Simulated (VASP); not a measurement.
# PrSc with rSCAN: from relaxation to properties

Aim: relax PrSc, then compute properties on the relaxed cell. The steps: rough relaxation of the start cell, full relaxation (rSCAN), density, ELF and potential (rSCAN), band structure (rSCAN), density of states (rSCAN) and elastic tensor by finite strains (rSCAN). The cell is invented: it takes the structure of a Materials Project entry for PrIn (space group 221 there), with some of its atoms replaced by other elements, volume scaled by an estimate. It may not be a known or stable phase.

Main program and level: VASP 6.6.1; rSCAN, spin-polarised from a ferromagnetic start (one magnetic atom a cell); plane waves and PAW (Pr, Sc_sv), in the first sound run; inputs show where later runs differ.

Report form: the programs' logs are mostly left out.

### 1. The structure

Before any relaxation, the start is as follows. It takes space group Pm-3m (No. 221, cubic). The conventional cell has a = 3.908 Å, b = 3.908 Å, c = 3.908 Å, α = 90.00°, β = 90.00°, γ = 90.00°. Nearest to Pr lie 8 Sc at 3.38 Å. Nearest to Sc lie 8 Pr at 3.38 Å. It derives from PrIn. it takes the structure of a Materials Project entry for PrIn (space group 221 there), with some of its atoms replaced by other elements, volume scaled by an estimate. Farther neighbours are not listed.

Coordinates:

```cif
data_structure
_symmetry_space_group_name_H-M 'P 1'
_symmetry_Int_Tables_number 1
_cell_length_a 3.9078
_cell_length_b 3.9078
_cell_length_c 3.9078
_cell_angle_alpha 90.000
_cell_angle_beta 90.000
_cell_angle_gamma 90.000
_cell_volume 59.68
loop_
_atom_site_label
_atom_site_type_symbol
_atom_site_fract_x
_atom_site_fract_y
_atom_site_fract_z
_atom_site_occupancy
Pr1 Pr 0.50000 0.50000 0.50000 1
Sc2 Sc 0.00000 0.00000 0.00000 1
```

### 2. Rough relaxation of the start cell

The start is only an estimate, so a cheap relaxation brings it near a minimum before any careful run.

The input, INCAR:

```
SYSTEM = PrSc
PREC = Normal
ENCUT = 440
EDIFF = 1E-05
NELM = 60
ISMEAR = 0
SIGMA = 0.05
LREAL = .FALSE.
ALGO = Normal
METAGGA = RSCAN
LASPH = .TRUE.
NBANDS = 19
ISPIN = 2
MAGMOM = 2 0
LMAXMIX = 6
LORBIT = 11
LWAVE = .FALSE.
LCHARG = .FALSE.
IBRION = 2
NSW = 40
ISIF = 3
EDIFFG = -0.04
```

The input, POSCAR:

```
PrSc
1.0
    3.9078400000      0.0000000000      0.0000000000
    0.0000000000      3.9078400000      0.0000000000
    0.0000000000      0.0000000000      3.9078400000
Pr Sc
1 1
Direct
    0.5000000000      0.5000000000      0.5000000000
    0.0000000000      0.0000000000      0.0000000000
```

The input, KPOINTS:

```
Automatic mesh
0
Gamma
4 4 4
0 0 0
```

Potentials, in the order of the species: Pr and Sc_sv (PBE family, release 64).

The run is started by

```sh
mpirun -np 1 vasp_std
```

It took 2.2 min on 1 MPI rank of AMD EPYC 7R43, shared host; peak memory 0.12 GiB.

The cell holds one magnetic atom, so no antiferromagnetic order fits into it. The k-mesh is coarse for a metal. Without U or exact exchange the f electrons of Pr come out too delocalised, which can shrink the cell and pin f bands at the Fermi level. SCAN-type functionals tend to overstate the moments of itinerant magnets. This relaxation is a rough one on cheap settings, only to bring the start near its minimum. The PAW data sets were made with PBE, which is usual practice but a small mismatch for other functionals. The run keeps the 48 symmetry operations of its start, so it cannot find a distortion of lower symmetry.

Relaxation path:

```csv
step,energy less that of the first step (eV),largest force (eV/Å),pressure (GPa),volume (Å³)
1,0.0000,0.0000,0.53,59.68
2,-0.0016,0.0000,-0.09,60.54
```

```csv
"conventional cell, symmetrised",before,after,change
a (Å),3.908,3.927,+0.5 %
b (Å),3.908,3.927,+0.5 %
c (Å),3.908,3.927,+0.5 %
volume (Å³/atom),29.84,30.27,+1.4 %
```

Final coordinates:

```
Pr Sc
1.0
     3.92656    0.00000    0.00000
     0.00000    3.92656    0.00000
     0.00000    0.00000    3.92656
Pr Sc
1 1
Direct
  0.50000 0.50000 0.50000
  0.00000 0.00000 0.00000
```

Numbers from this step:

```
electrons                                         : 24
bands                                             : 19
irreducible k-points                              : 10
symmetry operations                               : 48
free energy (TOTEN)                               : -71.1442 eV
energy at zero smearing                           : -71.1415 eV
Fermi energy                                      : 4.986 eV
pressure                                          : -0.09416 GPa
moment of the cell, from the last line of the log : 2.283 μB
metallic                                          : yes
SCF cycles over all ionic steps                   : 30
```

Spin moment in the PAW sphere by atom:

```csv
atom,spin moment in the PAW sphere (μB)
Pr1,2.10
Sc2,-0.07
```

It ends with forces that vanish by symmetry and a pressure of -0.09 GPa.

### 3. Full relaxation (rSCAN)

Properties are meant for the cell that this level of theory prefers, so cell and atoms are relaxed first (ISIF = 3) until forces and stress are small; EDIFFG sets the threshold.

The input, INCAR:

```
SYSTEM = PrSc
PREC = Accurate
ENCUT = 440
EDIFF = 1E-06
NELM = 100
ISMEAR = 0
SIGMA = 0.05
LREAL = .FALSE.
ALGO = Normal
METAGGA = RSCAN
LASPH = .TRUE.
NBANDS = 19
ISPIN = 2
MAGMOM = 2 0
LMAXMIX = 6
LORBIT = 11
LWAVE = .FALSE.
LCHARG = .FALSE.
IBRION = 2
NSW = 60
ISIF = 3
EDIFFG = -0.01
```

The input, POSCAR:

```
PrSc
1.0
    3.9265568735      0.0000000000      0.0000000000
    0.0000000000      3.9265568735      0.0000000000
    0.0000000000      0.0000000000      3.9265568735
Pr Sc
1 1
Direct
    0.5000000000      0.5000000000      0.5000000000
    0.0000000000      0.0000000000      0.0000000000
```

The input, KPOINTS:

```
Automatic mesh
0
Gamma
5 5 5
0 0 0
```

The run is started by

```sh
mpirun -np 1 vasp_std
```

The job ended after 5.5 min (1 MPI rank; peak memory 0.16 GiB).

The steps of the relaxation:

```csv
step,energy less that of the first step (eV),largest force (eV/Å),pressure (GPa),volume (Å³)
1,0.0000,0.0000,-0.32,60.54
2,-0.0005,0.0000,-0.04,60.02
```

```csv
"conventional cell, symmetrised",before,after,change
a (Å),3.927,3.915,-0.3 %
b (Å),3.927,3.915,-0.3 %
c (Å),3.927,3.915,-0.3 %
volume (Å³/atom),30.27,30.01,-0.9 %
```

The relaxed structure:

```
Pr Sc
1.0
     3.91522    0.00000    0.00000
     0.00000    3.91522    0.00000
     0.00000    0.00000    3.91522
Pr Sc
1 1
Direct
  0.50000 0.50000 0.50000
  0.00000 0.00000 0.00000
```

This step gave:

```yaml
free_energy_toten: -71.2051 eV
energy_at_zero_smearing: -71.2008 eV
fermi_energy: 5.003 eV
pressure: -0.03875 GPa
moment_of_the_cell_from_the_last_line_of_the_log: 2.291 μB
scf_cycles_over_all_ionic_steps: 41
```

It ends with forces that vanish by symmetry and a pressure of -0.04 GPa.

### 4. Density, ELF and potential (rSCAN)

A single point on the relaxed cell gives a clean self-consistent state, with density, ELF and potential written out.

Changes to INCAR since step 3:

```diff
@@ -17,6 +17,5 @@
 LWAVE = .FALSE.
-LCHARG = .FALSE.
-IBRION = 2
-NSW = 60
-ISIF = 3
-EDIFFG = -0.01
+LCHARG = .TRUE.
+ISIF = 2
+LELF = .TRUE.
+LVHAR = .TRUE.
```

The input, POSCAR:

```
PrSc
1.0
    3.9152166878      0.0000000000      0.0000000000
    0.0000000000      3.9152166878      0.0000000000
    0.0000000000      0.0000000000      3.9152166878
Pr Sc
1 1
Direct
    0.5000000000      0.5000000000      0.5000000000
    0.0000000000      0.0000000000      0.0000000000
```

KPOINTS is that of step 3.

The run is started by

```sh
mpirun -np 1 vasp_std
```

It took 3.2 min on 1 MPI rank; peak memory 0.16 GiB.

With spin, VASP writes an ELF for each channel.

Numbers from this step:

```yaml
scf_cycles: 24
free_energy_toten: -71.2040 eV
energy_at_zero_smearing: -71.1998 eV
pressure: -0.03108 GPa
```

Valence electrons inside each PAW sphere by angular momentum. Sphere charges, by row:

```csv
atom,s (e),p (e),d (e),f (e),tot (e)
Pr1,2.009,5.315,0.544,2.223,10.09
Sc2,2.276,6.086,0.947,0,9.31
```

Spin density in the ac plane at fractional y = 0.000, with atoms of Sc within 0.2 Å of it.

Values in e/Å³, 14 rows by 14 columns, each cell a mean:
```
-0.052 -0.034 -0.035 -0.025 -0.015 -0.010 -0.008 -0.007 -0.009 -0.011 -0.017 -0.029 -0.034 -0.037
-0.061 -0.023 -0.005 -0.007 -0.007 -0.006 -0.005 -0.004 -0.005 -0.006 -0.007 -0.007 -0.006 -0.034
-0.046 -0.022 -0.003  0.000 -0.001 -0.001 -0.001 -0.001 -0.001 -0.001 -0.001 -0.001 -0.007 -0.029
-0.022 -0.014 -0.004  0.000  0.002  0.002  0.002  0.002  0.002  0.002  0.001 -0.001 -0.007 -0.017
-0.014 -0.010 -0.004  0.000  0.002  0.003  0.002  0.002  0.002  0.003  0.002 -0.001 -0.006 -0.011
-0.010 -0.008 -0.004  0.000  0.002  0.002  0.001  0.000  0.001  0.002  0.002 -0.001 -0.005 -0.009
-0.009 -0.007 -0.003  0.000  0.002  0.001  0.000 -0.001  0.000  0.002  0.002 -0.001 -0.004 -0.007
-0.009 -0.007 -0.003  0.000  0.002  0.002  0.001  0.000  0.001  0.002  0.002 -0.001 -0.005 -0.008
-0.012 -0.009 -0.004  0.000  0.002  0.002  0.002  0.001  0.002  0.003  0.002 -0.001 -0.006 -0.010
-0.019 -0.013 -0.004  0.000  0.002  0.002  0.002  0.002  0.002  0.002  0.002 -0.001 -0.007 -0.015
-0.037 -0.020 -0.004  0.000  0.000  0.000  0.000  0.000  0.000  0.000  0.000  0.000 -0.007 -0.025
-0.061 -0.024 -0.002 -0.004 -0.004 -0.004 -0.003 -0.003 -0.004 -0.004 -0.004 -0.003 -0.005 -0.035
-0.053 -0.028 -0.024 -0.020 -0.013 -0.009 -0.007 -0.007 -0.008 -0.010 -0.014 -0.022 -0.023 -0.034
-0.055 -0.053 -0.061 -0.037 -0.019 -0.012 -0.009 -0.009 -0.010 -0.014 -0.022 -0.046 -0.061 -0.052
```
Columns run along a (3.9 Å), rows up along c (3.9 Å). Atoms in or near the plane, at fractional coordinates: Sc at (0.00, 0.00).

Electrostatic potential energy in the ac plane at fractional y = 0.000, with atoms of Sc within 0.2 Å of it. With pseudopotentials it is smooth inside the atoms' cores, unlike the true potential.

Values in eV, 14 rows by 14 columns, each cell a mean:
```
-30 -29 -22 -13  -4   1   3   3   2  -1  -6 -16 -25 -29
-26 -24 -18 -10  -3   1   3   3   2   0  -4 -12 -21 -25
-17 -15 -10  -5  -1   1   2   3   2   1  -2  -6 -12 -16
 -7  -6  -4  -1   0   2   2   2   2   1   0  -2  -4  -6
 -1  -1   0   1   1   2   2   2   2   2   1   1   0  -1
  2   2   2   2   2   2   1   1   2   2   2   2   2   2
  3   3   3   3   2   2   1   1   1   2   2   3   3   3
  3   3   3   2   2   2   1   1   1   2   2   2   3   3
  0   1   1   1   2   2   2   2   2   2   2   1   1   1
 -5  -4  -2  -1   1   2   2   2   2   1   0  -1  -3  -4
-14 -13  -8  -4  -1   1   2   3   2   1  -1  -5 -10 -13
-23 -21 -16  -8  -2   1   3   3   2   0  -4 -10 -18 -22
-30 -28 -21 -13  -4   1   3   3   2  -1  -6 -15 -24 -29
-30 -30 -23 -14  -5   0   3   3   2  -1  -7 -17 -26 -30
```
Columns run along a (3.9 Å; values clipped at the 3rd and 97th percentile), rows up along c (3.9 Å). Atoms in or near the plane, at fractional coordinates: Sc at (0.00, 0.00).

ELF of up spins in the ac plane at fractional y = 0.000, with atoms of Sc within 0.2 Å of it. It is the smooth field of the valence electrons, not physical close to the nuclei.

Values, 14 rows by 14 columns, each cell a mean:
```
0.84 0.80 0.69 0.39 0.15 0.38 0.67 0.75 0.62 0.27 0.18 0.50 0.75 0.82
0.77 0.73 0.54 0.23 0.14 0.42 0.66 0.72 0.62 0.30 0.12 0.31 0.63 0.75
0.56 0.46 0.23 0.10 0.20 0.46 0.60 0.63 0.58 0.37 0.14 0.12 0.31 0.50
0.21 0.16 0.12 0.17 0.31 0.44 0.49 0.50 0.48 0.41 0.27 0.14 0.12 0.18
0.25 0.27 0.32 0.39 0.41 0.38 0.34 0.33 0.35 0.39 0.41 0.37 0.30 0.27
0.62 0.62 0.61 0.55 0.45 0.31 0.23 0.20 0.24 0.35 0.48 0.58 0.62 0.62
0.76 0.75 0.70 0.60 0.45 0.28 0.18 0.16 0.20 0.33 0.50 0.63 0.72 0.75
0.67 0.67 0.64 0.57 0.45 0.30 0.21 0.18 0.23 0.34 0.49 0.60 0.66 0.67
0.37 0.39 0.43 0.46 0.43 0.35 0.30 0.28 0.31 0.38 0.44 0.46 0.42 0.38
0.17 0.15 0.15 0.23 0.35 0.43 0.45 0.45 0.45 0.41 0.31 0.20 0.14 0.15
0.45 0.35 0.17 0.10 0.23 0.46 0.57 0.60 0.55 0.39 0.17 0.10 0.23 0.39
0.72 0.67 0.45 0.17 0.15 0.43 0.64 0.70 0.61 0.32 0.12 0.23 0.54 0.69
0.82 0.79 0.67 0.35 0.15 0.39 0.67 0.75 0.62 0.27 0.16 0.46 0.73 0.80
0.86 0.82 0.72 0.45 0.17 0.37 0.67 0.76 0.62 0.25 0.21 0.56 0.77 0.84
```
Columns run along a (3.9 Å), rows up along c (3.9 Å). Atoms in or near the plane, at fractional coordinates: Sc at (0.00, 0.00).

In this run the pressure is -0.03 GPa, small enough to go on.

### 5. Band structure (rSCAN)

This step: rSCAN, spin-polarised from a ferromagnetic start; plane waves and PAW (Pr, Sc_sv); invented cell (VASP 6.6.1).

The mesh alone shows little of the dispersion and can miss band extrema, so KPOINTS_OPT adds a path through the symmetry points after the self-consistent cycle.

The input, INCAR:

```
SYSTEM = PrSc
PREC = Accurate
ENCUT = 440
EDIFF = 1E-06
NELM = 100
ISMEAR = 0
SIGMA = 0.05
LREAL = .FALSE.
ALGO = Normal
METAGGA = RSCAN
LASPH = .TRUE.
NBANDS = 25
ISPIN = 2
MAGMOM = 2.112 -0.086
LMAXMIX = 6
LORBIT = 11
LWAVE = .FALSE.
LCHARG = .FALSE.
```

POSCAR is that of step 4.

KPOINTS is that of step 4.

The input, KPOINTS_OPT:

```
Line mode
16
Line-mode
Reciprocal
  0.00000000   0.00000000   0.00000000 GAMMA
  0.00000000   0.50000000   0.00000000 X

  0.00000000   0.50000000   0.00000000 X
  0.50000000   0.50000000   0.00000000 M

  0.50000000   0.50000000   0.00000000 M
  0.00000000   0.00000000   0.00000000 GAMMA

  0.00000000   0.00000000   0.00000000 GAMMA
  0.50000000   0.50000000   0.50000000 R

  0.50000000   0.50000000   0.50000000 R
  0.00000000   0.50000000   0.00000000 X

  0.50000000   0.50000000   0.00000000 M
  0.50000000   0.50000000   0.50000000 R
```

The run is started by

```sh
mpirun -np 1 vasp_std
```

Elapsed: 16 min, on 1 MPI rank; peak memory 0.18 GiB.

Spin-orbit coupling is off here; with elements this heavy it splits and shifts levels by tenths of an eV or more.

Numbers from this step:

- SCF cycles: 22
- bands: 25
- pressure: 0.02696 GPa

Spin up. Electronic bands along the path, in eV, zero at the Fermi level; # counts the bands kept:

```csv
point,#2,#3,#4,#5,#6,#7,#8,#9
Γ,-1.56,-1.56,-0.18,-0.18,-0.18,1.59,1.59,1.60
0.47 of the way,-1.22,-1.09,-0.18,-0.18,-0.11,1.42,1.42,1.55
X,-1.35,-0.73,-0.16,-0.15,0.46,1.09,1.32,1.32
0.47 of the way,-1.58,-0.54,-0.21,-0.13,0.69,0.75,0.87,0.88
M,-1.36,-0.26,-0.26,-0.02,0.22,0.22,1.60,1.60
0.53 of the way,-1.14,-0.65,-0.18,-0.14,-0.01,1.01,1.24,1.30
Γ,-1.56,-1.56,-0.18,-0.18,-0.18,1.59,1.59,1.60
0.47 of the way,-0.73,-0.73,-0.12,0.10,0.10,0.25,0.77,0.77
R,-0.92,-0.92,-0.05,-0.05,-0.05,0.82,0.82,0.82
0.53 of the way,-0.84,-0.83,-0.30,-0.10,0.28,0.51,0.53,0.94
X,-1.35,-0.73,-0.16,-0.15,0.46,1.09,1.32,1.32
jump to M,-1.36,-0.26,-0.26,-0.02,0.22,0.22,1.60,1.60
0.47 of the way,-0.52,-0.52,-0.43,-0.04,0.08,0.08,1.18,1.18
R,-0.92,-0.92,-0.05,-0.05,-0.05,0.82,0.82,0.82
```

Of the projections kept (Pr, Sc), the largest for each band there; the rest of the weight can lie on other orbitals:

```csv
point,#2,#3,#4,#5,#6,#7,#8,#9
Γ,Sc 0.60,Sc 0.60,Pr 1.00,Pr 1.00,Pr 1.00,Sc 0.85,Sc 0.85,Sc 0.85
X,Sc 0.74,Pr 0.78,Pr 0.98,Pr 0.98,Pr 1.00,Sc 0.58,Pr 0.56,Pr 0.56
M,Sc 0.65,Pr 0.99,Pr 0.99,Pr 1.00,Sc 0.72,Sc 0.72,Pr 0.99,Pr 0.99
Γ,Sc 0.60,Sc 0.60,Pr 1.00,Pr 1.00,Pr 1.00,Sc 0.85,Sc 0.85,Sc 0.85
R,Pr 0.71,Pr 0.71,Pr 1.00,Pr 1.00,Pr 1.00,Sc 0.86,Sc 0.86,Sc 0.86
X,Sc 0.74,Pr 0.78,Pr 0.98,Pr 0.98,Pr 1.00,Sc 0.58,Pr 0.56,Pr 0.56
```

Spin down. The electronic bands at the labelled points (eV, zero at the Fermi level; # counts the bands kept):

```csv
point,#1,#2,#3,#4,#5,#6,#7
Γ,-4.39,-1.55,-1.55,1.74,1.75,1.75,2.62
0.47 of the way,-3.58,-1.13,-1.07,1.57,1.57,1.79,2.29
X,-1.80,-1.31,-0.06,0.76,1.49,1.50,1.84
0.47 of the way,-1.72,-1.33,0.16,0.81,0.98,0.99,2.14
M,-2.34,-1.11,0.45,0.45,1.53,1.53,2.54
0.53 of the way,-2.92,-1.01,-0.50,1.08,1.10,1.65,1.95
Γ,-4.39,-1.55,-1.55,1.74,1.75,1.75,2.62
0.47 of the way,-2.30,-0.45,-0.45,0.53,0.82,0.82,2.51
R,-0.68,-0.68,-0.68,1.00,1.00,1.00,2.15
0.53 of the way,-1.45,-0.57,-0.48,0.43,0.70,1.10,2.32
X,-1.80,-1.31,-0.06,0.76,1.49,1.50,1.84
jump to M,-2.34,-1.11,0.45,0.45,1.53,1.53,2.54
0.47 of the way,-1.74,-0.19,-0.12,-0.12,1.27,1.27,2.38
R,-0.68,-0.68,-0.68,1.00,1.00,1.00,2.15
```

Of the projections kept (Pr, Sc), the largest for each band there; the rest of the weight can lie on other orbitals:

```csv
point,#1,#2,#3,#4,#5,#6,#7
Γ,Sc 0.74,Sc 0.68,Sc 0.68,Sc 0.88,Sc 0.88,Sc 0.88,Pr 0.99
X,Pr 0.57,Sc 0.76,Sc 0.91,Pr 1.00,Sc 0.78,Sc 0.78,Sc 0.64
M,Sc 0.65,Sc 0.69,Sc 0.77,Sc 0.77,Pr 0.57,Pr 0.57,Sc 1.00
Γ,Sc 0.74,Sc 0.68,Sc 0.68,Sc 0.88,Sc 0.88,Sc 0.88,Pr 0.99
R,Pr 0.68,Pr 0.68,Pr 0.68,Sc 0.91,Sc 0.91,Sc 0.91,Pr 0.88
X,Pr 0.57,Sc 0.76,Sc 0.91,Pr 1.00,Sc 0.78,Sc 0.78,Sc 0.64
```

There is no gap at this level.

### 6. Density of states (rSCAN)

A density of states needs more k-points than a total energy; ISMEAR = -5 takes tetrahedra, and LORBIT projects the states on the PAW spheres. The mesh is finer than in the run before.

Changes to INCAR since step 5:

```diff
@@ -5,3 +5,3 @@
 NELM = 100
-ISMEAR = 0
+ISMEAR = -5
 SIGMA = 0.05
@@ -18 +18,2 @@
 LCHARG = .FALSE.
+NEDOS = 2001
```

POSCAR is that of step 5.

The input, KPOINTS:

```
Automatic mesh
0
Gamma
7 7 7
0 0 0
```

The run is started by

```sh
mpirun -np 1 vasp_std
```

It took 6.6 min on 1 MPI rank; peak memory 0.18 GiB.

With tetrahedra the forces and stress of a metal are not exact derivatives of the energy.

Numbers from this step:

- SCF cycles: 23
- irreducible k-points: 20
- free energy (TOTEN): -71.1902 eV
- Fermi energy: 5.045 eV
- pressure: -0.04032 GPa
- moment of the cell, from the last line of the log: 2.379 μB
- DOS at the Fermi level: 1.907 states/eV/cell

Spin moment in the PAW sphere by atom:

```csv
atom,spin moment in the PAW sphere (μB)
Pr1,2.12
Sc2,-0.04
```

The density of states has structure finer than the step of the table below, so its rows give means over 0.5 eV, whole bins alone (the curve runs from -12.0 to 2.36 eV). Peaks (eV: height): total up -0.22: 17.7, 0.26: 4.70, 1.60: 19.6, 2.30: 6.20; total down -1.98: 1.43, -1.02: 2.42, 1.02: 6.57; Pr f up -0.22: 15.0, 1.60: 17.1, 1.85: 3.57, 2.30: 4.69; Sc d up -0.22: 0.746, 0.26: 0.882, 0.86: 1.66, 1.50: 0.775.

States under -12.0 eV and over 2.4 eV are left out. Table of density of states by energy, zero at the Fermi level; means over each step; values in states/eV/cell:

```csv
energy (eV),total up,total down,Pr f up,Pr f down,Sc d up,Sc d down
-5.0,0,0,0,0,0,0
-4.5,0.0122,0.00102,0,0,0,0
-4.0,0.0811,0.0534,0,0,1.3e-4,1.4e-5
-3.5,0.137,0.109,0,0,7.9e-4,4.6e-4
-3.0,0.213,0.178,0,0,0.00311,0.00186
-2.5,0.446,0.299,8.4e-4,8.2e-5,0.0165,0.00899
-2.0,0.858,0.961,0.00324,0.00145,0.0474,0.0625
-1.5,0.763,0.423,0.0238,0.00108,0.111,0.0453
-1.0,2.19,1.74,0.337,0.0110,0.350,0.397
-0.5,2.91,1.26,1.69,0.0177,0.265,0.294
0.0,4.97,1.20,3.69,0.0236,0.342,0.362
0.5,2.23,1.07,0.479,0.0243,0.681,0.416
1.0,3.51,3.72,0.607,0.127,1.26,1.68
1.5,5.19,1.02,3.95,0.102,0.500,0.561
2.0,2.48,1.31,1.99,0.551,0.208,0.324
```

The finer mesh and the other smearing move the Fermi level by +0.04 eV from the 5×5×5 run, a small shift, which tests the Fermi level alone. Of the states within 0.3 eV of the Fermi level, the largest shares in the PAW spheres are Pr f 58 % and Sc d 12 %. The rest lies in smaller channels or between the spheres.

### 7. Elastic tensor by finite strains (rSCAN)

IBRION = 6 with ISIF = 3 strains the cell both ways at fixed fractional positions, and adds the ions' share afterwards from the force constants. Stress converges slowly with the basis, so the cutoff is raised.

The input, INCAR:

```
SYSTEM = PrSc
PREC = Accurate
ENCUT = 500
EDIFF = 1E-07
NELM = 100
ISMEAR = 1
SIGMA = 0.2
LREAL = .FALSE.
ALGO = Normal
METAGGA = RSCAN
LASPH = .TRUE.
NBANDS = 19
ISPIN = 2
MAGMOM = 2.112 -0.086
LMAXMIX = 6
LORBIT = 11
LWAVE = .FALSE.
LCHARG = .FALSE.
IBRION = 6
NFREE = 2
POTIM = 0.015
ISIF = 3
NSW = 1
```

POSCAR is that of step 6.

The input, KPOINTS:

```
Automatic mesh
0
Gamma
17 17 17
0 0 0
```

The run is started by

```sh
mpirun -np 1 vasp_std
```

It took 51 min on 1 MPI rank.

The run was cut off at its time limit.

More ranks or a longer limit would be the way on.

### 8. Summary of results

```yaml
relaxed_volume: 30.01 Å³/atom
relaxed_conventional_cell_a_b_c: 3.915, 3.915, 3.915 Å
space_group_after_relaxing_within_0p02_a: Pm-3m (No. 221)
moment_of_the_cell_5x5x5_mesh: 2.29 μB
largest_site_moment_5x5x5_mesh: 2.11 μB on Pr1
band_gap: none, a metal
dos_at_the_fermi_level: 1.91 states/eV/cell
```

With rSCAN, PrSc relaxes to 30.01 Å³/atom in space group Pm-3m, comes out as a metal and keeps moments of up to 2.11 μB (5×5×5 mesh). Not obtained: elastic tensor by finite strains (rSCAN), because the run hit its time limit. Band structure (rSCAN), spin up: Of the bands kept, 2 cross the Fermi level on this path. Band structure (rSCAN), spin down: Of the bands kept, 2 cross the Fermi level on this path. Spin-orbit coupling is left out, and with elements this heavy it would split and shift bands near the Fermi level. The k-sampling is coarse for a metal, so the Fermi level, moments, pressures and the shape of the cell carry errors. Only the typed magnetic starts were tried, so the magnetic ground state may differ and with it the other results. No search among competing phases was made. All values are for a static lattice at zero temperature.

[Lines on the potential files, build, host, timing and source positions are cut from VASP's logs without a mark.]

[Logs are printed without paths, hosts, clocks, repeated set-up lines and the standing remarks that a program may print on its own settings, such as how far it seeks lower states.]

[Hosts, paths, dates, database ids (printed as entryN), source tags and the programs' standing remarks are cut or masked in the printed files.]

[A measured line is paired with the nearest computed mode of its activity, which favours agreement.]
